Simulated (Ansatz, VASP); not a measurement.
# SiO2 (Quartz) in two plane-wave programs, part 3 of 3

Wanted: the spread between two codes on one cell, functional and k mesh. The cell is taken from a series of runs on this material, whose earlier steps may have relaxed, scaled, displaced or heated it; both programs get it as it stands.

VASP 6.6.1 and Ansatz 0.2.0.

So far: The structure; VASP: zone-centre phonons, LDA.

## 3. Ansatz: zone-centre phonons, LDA

Level of this step: Ansatz beside VASP: Kohn-Sham DFT, plane waves, LDA (Ansatz).

Ansatz runs on its PAW soft_1 files.

The same cell, functional (in two slightly different forms) and mesh now go to Ansatz.

File input.yaml:

```yaml
crystal:
  lattice:
    - [4.8787071561, 0.0, 0.0]
    - [-2.4393535781, 4.2250843348, 0.0]
    - [0.0, 0.0, 5.3625312069]
  atoms:
    - { symbol: Si, position: [0.5347226409, 0.0, 0.3333333333] }
    - { symbol: Si, position: [0.0, 0.5347226409, 0.6666666667] }
    - { symbol: Si, position: [0.4652773591, 0.4652773591, 0.0] }
    - { symbol: O, position: [0.1351734223, 0.409617416, 0.8873588738] }
    - { symbol: O, position: [0.590382584, 0.7255560062, 0.2206922071] }
    - { symbol: O, position: [0.2744439938, 0.8648265777, 0.5540255404] }
    - { symbol: O, position: [0.409617416, 0.1351734223, 0.1126411262] }
    - { symbol: O, position: [0.7255560062, 0.590382584, 0.7793077929] }
    - { symbol: O, position: [0.8648265777, 0.2744439938, 0.4459744596] }
kpoints:
  mp_grid: { grid: [3, 3, 2] }
hamiltonian:
  xc: lda
  pseudopotentials: { kind: paw, azcp: { folder: soft_1 }, xc_functional: pbe }
scf:
  occupations: { method: fixed }
output:
  eigenvalues: true
basis:
  ecutwfc: 260.0
phonons:
  method: dfpt
  dielectric: true
  rigid_motions: translations
```

On the command line:

```sh
> ansatz run input.yaml --threads 4 --pin off --max-ram 15360MiB --backend cpu --events-out ev --progress --plain --runs-dir out
```

Numbers of over 12 decimals in the logs are rounded to 6 here.

What it wrote:

```text
Warning: basis.ecutwfc = 260 eV is below the records' recommended 420 eV, and the density's cutoff is lower with it unless basis.ecutrho_ratio is high enough to keep the records' density cutoff: compare with a run at a higher cutoff
Engine: ansatz 0.2.0, aarch64-unknown-linux-gnu
Pseudopotentials: kind: paw
Pseudopotential: Si, paw, valence charge 4, recommended cutoff 420 eV (normal), soft_1/Si.paw.azcp
Pseudopotential: O, paw, valence charge 6, recommended cutoff 420 eV (normal), soft_1/O.paw.azcp
Functional definition: SPW92
  exchange = slater_x
  correlation = pw_c
Crystal: 9 atoms, lattice volume = 110.538 Å³
Basis set: ecut = 260 eV, 1047 PW (Γ), exchange–correlation on 54×54×60 points (8 copies of the dense FFT grid, shifted against one another)
Bands: 33, of which v1, the nominal top of the filled ones, is band 24 counted from 1 (23 counted from 0)
Symmetry: 6 space group operations
k-points: 10 of 18 (irreducible under 1 space group operation, time reversal used)
Non-local potential: Si, projectors of the file, l = 0: 2, l = 1: 2, l = 2: 1
Non-local potential: O, projectors of the file, l = 0: 2, l = 1: 2, l = 2: 1
PAW form: soft (Blöchl's): semilocal exchange-correlation on the pseudo side does not see the compensation charge
PAW frozen core: Si, regenerated for the run's functional, and the local potential with it (the file was generated under x = pbe(κ = 0.804, μ = 0.219515), c = pbe(β = 0.066725))
PAW frozen core: O, regenerated for the run's functional, and the local potential with it (the file was generated under x = pbe(κ = 0.804, μ = 0.219515), c = pbe(β = 0.066725))
PAW one-centre angular grid: Si, 110 points (default); XC on 64 Gauss nodes
PAW one-centre angular grid: O, 110 points (default); XC on 64 Gauss nodes
Initial density: superposition of atomic densities (chi_scale 0.1, normalization cell, long waves kept (reshape's long-wave potential 0.01 eV rms))
Initial wavefunctions: pseudopotential atomic-orbital guess
Functional: x = slater, c = lda
SCF iter   1: F=—  HF=-5164.487454 eV  |F-HF|=—  |Δ(HF+E_count)|=         —  Δρ=1.08e-1  dr2=1.19e1  ethr=3.10e-3  ⟨swp⟩=5.0  Hψ=1381  notcnv=0  defer=64
preconditioner: auto → Resta (q_TF=auto, 2.374 Å⁻¹)  ε∞=2.9  [insulator: Δε(μ)=6.913 eV  Ē_g=17.905 eV  n_scr=22 (ndim 8)  ℏωp=24.5 eV  f_vac=0.001  ε∞_Penn≈2.9]
SCF iter   2: F=—  HF=-5161.123546 eV  |F-HF|=—  |Δ(HF+E_count)|=    3.36e0  Δρ=4.69e-2  dr2=1.02e0  ethr=3.10e-3  ⟨swp⟩=2.9  Hψ=734  notcnv=0  defer=65
SCF iter   3: F=—  HF=-5160.823436 eV  |F-HF|=—  |Δ(HF+E_count)|=   3.00e-1  Δρ=1.91e-2  dr2=2.24e-1  ethr=2.12e-3  ⟨swp⟩=1.1  Hψ=307  notcnv=0  defer=55
SCF iter   4: F=—  HF=-5160.756686 eV  |F-HF|=—  |Δ(HF+E_count)|=   6.67e-2  Δρ=1.47e-3  dr2=1.87e-3  ethr=4.66e-4  ⟨swp⟩=2.9  Hψ=509  notcnv=0  defer=65
SCF iter   5: F=—  HF=-5160.757883 eV  |F-HF|=—  |Δ(HF+E_count)|=   1.20e-3  Δρ=2.26e-4  dr2=8.63e-5  ethr=3.89e-6  ⟨swp⟩=2.0  Hψ=490  notcnv=0  defer=68
SCF iter   6: F=—  HF=-5160.757904 eV  |F-HF|=—  |Δ(HF+E_count)|=   2.17e-5  Δρ=5.50e-5  dr2=4.57e-6  ethr=1.80e-7  ⟨swp⟩=3.0  Hψ=599  notcnv=0  defer=63
SCF iter   7: F=—  HF=-5160.757903 eV  |F-HF|=—  |Δ(HF+E_count)|=   1.29e-6  Δρ=9.86e-6  dr2=9.87e-8  ethr=9.51e-9  ⟨swp⟩=3.0  Hψ=661  notcnv=0  defer=27
SCF iter   8: F=—  HF=-5160.757903 eV  |F-HF|=—  |Δ(HF+E_count)|=   6.47e-8  Δρ=1.38e-6  dr2=2.47e-9  ethr=2.06e-10  ⟨swp⟩=2.0  Hψ=464  notcnv=0  defer=27
SCF iter   9: F=-5160.757903 eV  HF=-5160.757903 eV  |F-HF|=2.46e-11  |Δ(HF+E_count)|=  8.42e-10  Δρ=2.52e-7  dr2=7.98e-11  ethr=1.00e-12  ⟨swp⟩=15.3  Hψ=2609  notcnv=0
SCF 1 converged in 9 iterations: F = -5160.757903 eV  dr2 = 7.98e-11
  greatest PAW one-centre occupation: 0.867 electrons in one spin orbital (limit 2), on the O atom at site 7 (counted from 0), in its partial waves of l = 0
NSCF: frozen V_eff on 6 k-points
NSCF: frozen V_eff on 6 k-points
[...]
DFPT response loops at q = (0, 0, 0) (fractional): preconditioner auto → none (the input reference at scf.mixing.eps_inf says where Resta's filter doesn't serve); β = 0.50; Anderson in place of MSR1; while a model of the screening serves, it and β = 1 on shorter waves in the place of filter and β
DFPT response loops at Γ: preconditioner auto → none (the input reference at scf.mixing.eps_inf says where Resta's filter doesn't serve); β = 0.50; Broyden in place of MSR1
── the response to a field inside a basis, on 4×4×2 k-points: an SCF that follows is theirs, and a resumed run solves both again ──
Bands: 25, of which v1, the nominal top of the filled ones, is band 24 counted from 1 (23 counted from 0)
k-points: 10 of 32 (irreducible under 2 space group operations, time reversal used)
Initial density: handed on by an earlier stage of this run
Initial wavefunctions: pseudopotential atomic-orbital guess (no wavefunctions were taken with the density)
[...]
SCF iter   5: F=—  HF=-5165.396578 eV  |F-HF|=—  |Δ(HF+E_count)|=   1.28e-6  Δρ=1.11e-5  dr2=2.24e-7  ethr=8.86e-9
SCF iter   6: F=-5165.396578 eV  HF=-5165.396578 eV  |F-HF|=1.13e-9  |Δ(HF+E_count)|=   1.94e-8  Δρ=2.82e-6  dr2=1.23e-8  ethr=4.66e-10
SCF 1 converged in 6 iterations: F = -5165.396578 eV  dr2 = 1.23e-8
  greatest PAW one-centre occupation: 0.862 electrons in one spin orbital (limit 2), on the O atom at site 8 (counted from 0), in its partial waves of l = 0
DFPT response loops at Γ: mixed as the last ones told, above
WARN: field response: ε∞ stands inside a basis, on 4×4×2 points; the force constants stand on the 3×3×2 k-mesh, whose period is 12.28 times the interband length at k = (0.0000, 0.0000, 0.0000), direct gap 5.977 eV, under 14: take them and everything formed from them as unconverged, and compare with a denser kpoints.mp_grid
SCF converged after 9 iterations
Free energy (F): -5160.757903 eV
Harris-Foulkes:  -5160.757903 eV  (|F-HF|=2.46e-11)
Internal energy: -5160.757903 eV  (E = F + TS)
E sigma→0 (E₀):  -5160.757903 eV
Fermi energy:    2.426593 eV
--- Per-component energies (eV) ---
  E_band       = -211.371600
  E_kinetic    = 1196.553407
  E_local      = -2849.187579  (includes V_loc(G=0)·N_el)
  E_nonlocal   = 361.915668
  E_hartree    = 1026.098291
  E_xc         = -603.495741
  E_vxc        = -704.692719  (∫ρ·V_xc dr)
  E_paw        = -2360.598351  (= ΣΔE_a)
  E_vpaw       = -268.188099  (= ΣTr[D̂ρ^β])
  E_aug_tail   = 0.031047  (compensation charges beyond the density's cutoff)
  E_ewald      = -1932.909166
  E_core_change = 0.834521  (= ΣΔE_core)
  E_smearing   = -0.000000  (= −TS)
  E_closure    = 0.000000  (closes the sum)
  Σ components = -5160.757903   (vs F -5160.757903, Δ=0.00e0)
--- Band table (eV; the first three rows and the last of 10) ---
  k-point 0: bands = [... 20 lower, 1.3345, 1.5306, 2.1013, 2.1013, 8.0784, 11.4497, 11.4497, 12.0623, ... 5 higher]
  k-point 1: bands = [... 20 lower, 1.1269, 2.0927, 2.0927, 2.3554, 10.0963, 10.0963, 11.2028, 11.8876, ... 5 higher]
  k-point 2: bands = [... 20 lower, 1.3413, 1.5753, 2.1402, 2.2948, 9.5673, 11.5338, 11.5586, 12.0539, ... 5 higher]
  k-point 9: bands = [... 20 lower, 1.3579, 1.7315, 1.8462, 2.2238, 10.7387, 11.0030, 11.6858, 11.8650, ... 5 higher]
--- Phonons (Γ-DFPT): 6 representative perturbations + reference (Σ response iterations 30) ---
  k mesh reduced under 1 symmetry operation, with k and −k counted as one. Each operation leaves every solved perturbation unchanged. A smaller set is not considered because the run solves the response to a homogeneous field
  ASR residual: 8.560e-5 → 0.000e0 eV/Å²; symmetrization residual: 3.569e-6 eV/Å²
  ASR residual per site (eV/Å²): 8.56e-5 8.36e-5 8.36e-5 7.42e-5 7.40e-5 5.47e-5 5.47e-5 7.42e-5 7.40e-5
  Γ frequencies (cm⁻¹): 0.00 0.00 0.00 140.30 140.30 235.25 270.08 270.08 346.95 352.56 385.50 385.50 445.51 445.51 471.61 492.07 688.48 688.48 757.05 784.92 784.92 1049.56 1049.56 1058.59 1069.40 1147.43 1147.43
  ε∞ (high-frequency dielectric tensor):
        2.527727     0.000000     0.000000
        0.000000     2.527727    -0.000000
        0.000000    -0.000000     2.557478
  ε⁰ (static dielectric tensor: ions relaxed, cell fixed):
        4.727218    -0.000000    -0.000000
       -0.000000     4.727218    -0.000000
       -0.000000    -0.000000     4.949466
  ε⁰ − ε∞ (ionic part):
        2.199491    -0.000000    -0.000000
       -0.000000     2.199491    -0.000000
       -0.000000    -0.000000     2.391988
  softest optical mode at Γ: 140.30 cm⁻¹; the repairs (sum rule, projections) moved no ω² at Γ by more than (1.79 cm⁻¹)²
  Born effective charges Z* (e; rows j = field, columns β = displacement):
    site 0:
         3.01503   -0.00000    0.00000
        -0.00000    3.65013   -0.32383
        -0.00000    0.27507    3.45903
    site 1:
         3.49135    0.27501    0.28045
         0.27501    3.17380    0.16192
        -0.23822   -0.13754    3.45903
    site 2:
         3.49135   -0.27501   -0.28045
        -0.27501    3.17380    0.16192
         0.23822   -0.13754    3.45903
    site 3:
        -2.26210    0.09170   -0.77191
         0.03638   -1.07048    0.07664
        -0.78225    0.15956   -1.72952
    site 4:
        -1.31292    0.51163    0.31958
         0.45630   -2.01965   -0.70681
         0.25294   -0.75723   -1.72952
    site 5:
[...]
site 6:
[...]
site 7:
[...]
site 8:
[...]
Z* charge neutrality: 7.915e-2 e pre-enforcement
  solved inside a basis spanned on kpoints, on 4×4×2 k-points, its susceptibility summed on 6×6×4: ε∞ is read to err by 2.6e-2, Z* by 3.9e-2 e (field_mesh: kpoints solves on kpoints); Z* is corrected for what the basis lacks
  optical modes at Γ without the LO–TO term, one row a degenerate level:
      ω (cm⁻¹)  modes    IR ((D/Å)²/amu)
[...]
optical modes at Γ + LO–TO along q̂ = [1.0000, 0.0000, 0.0000]:
      ω (cm⁻¹)  modes    IR ((D/Å)²/amu)
[...]
optical modes at Γ + LO–TO along q̂ = [0.0000, 1.0000, 0.0000]:
      ω (cm⁻¹)  modes    IR ((D/Å)²/amu)
[...]
optical modes at Γ + LO–TO along q̂ = [0.0000, 0.0000, 1.0000]:
      ω (cm⁻¹)  modes    IR ((D/Å)²/amu)
[...]
541.02      1             4.7599
        688.48      2             1.8404
        775.87      1             2.7261
        784.92      2             7.2827
       1049.56      2            80.6520
       1069.40      1             0.0000
       1147.43      2             1.4266
       1217.82      1            52.4505
```

## 4. Differences

Known differences besides the potentials themselves: fixed occupations in Ansatz, narrow Gaussian smearing in VASP; VASP's response is taken on the typed mesh, Ansatz refines its own for the field response alone; the cutoff is 260 eV in Ansatz and 600 eV in VASP; VASP's log shows a relativistic correction to its local exchange, Ansatz's none; Ansatz's log warns that its cutoff lies below the recommended one. Total energies have different zeros and are not compared.

Compared:

```csv
quantity,Ansatz,VASP,difference
ε∞ xx,2.53,2.52,+0.34 %
ε∞ yy,2.53,2.52,+0.34 %
ε∞ zz,2.56,2.55,+0.41 %
Born charge of Si1 (mean of the diagonal) (e),3.37,3.34,+0.03
Born charge of O4 (mean of the diagonal) (e),-1.69,-1.67,-0.02
optical mode 1 to 2 (cm⁻¹),140.3,132.1,+6.20 %
optical mode 3 (cm⁻¹),235.2,222.7,+5.62 %
optical mode 4 to 5 (cm⁻¹),270.1,258.8,+4.34 %
optical mode 6 (cm⁻¹),346.9,339.3,+2.26 %
optical mode 7 (cm⁻¹),352.6,344.0,+2.48 %
optical mode 8 to 9 (cm⁻¹),385.5,374.3,+3.00 %
optical mode 10 to 11 (cm⁻¹),445.5,436.2,+2.13 %
optical mode 12 (cm⁻¹),471.6,457.0,+3.19 %
optical mode 13 (cm⁻¹),492.1,482.8,+1.92 %
optical mode 14 to 15 (cm⁻¹),688.5,690.3,-0.27 %
optical mode 16 (cm⁻¹),757.0,769.2,-1.58 %
optical mode 17 to 18 (cm⁻¹),784.9,792.3,-0.93 %
optical mode 19 to 20 (cm⁻¹),1049.6,1063.7,-1.33 %
optical mode 21 (cm⁻¹),1058.6,1072.9,-1.33 %
optical mode 22 (cm⁻¹),1069.4,1083.0,-1.26 %
optical mode 23 to 24 (cm⁻¹),1147.4,1143.1,+0.38 %
```

Modes are paired by rising frequency, not by their patterns, so a pair may set unlike modes beside each other; they are those without the splitting of longitudinal modes.

## 5. Results

- r.m.s. difference of the optical zone-centre modes, each program's sorted by frequency (zone-centre phonons, LDA): 10 cm⁻¹
- difference in optical mode 1 to 2 (zone-centre phonons, LDA): +6.2 %

What this shows: The r.m.s. difference of the optical zone-centre modes, each program's sorted by frequency is 10 cm⁻¹ (zone-centre phonons, LDA). Among the rows given in per cent, the largest difference of the zone-centre phonons, LDA pair is in optical mode 1 to 2, +6.2 %. How closely two codes agree says nothing of how well the functional describes the real material.

[Lines on the potential files, build, host, timing and source positions are cut from VASP's logs without a mark.]

[Logs are printed without paths, hosts, clocks, repeated set-up lines and the standing remarks that a program may print on its own settings, such as how far it seeks lower states.]

[Hosts, paths, dates, database ids (printed as entryN), source tags and the programs' standing remarks are cut or masked in the printed files.]
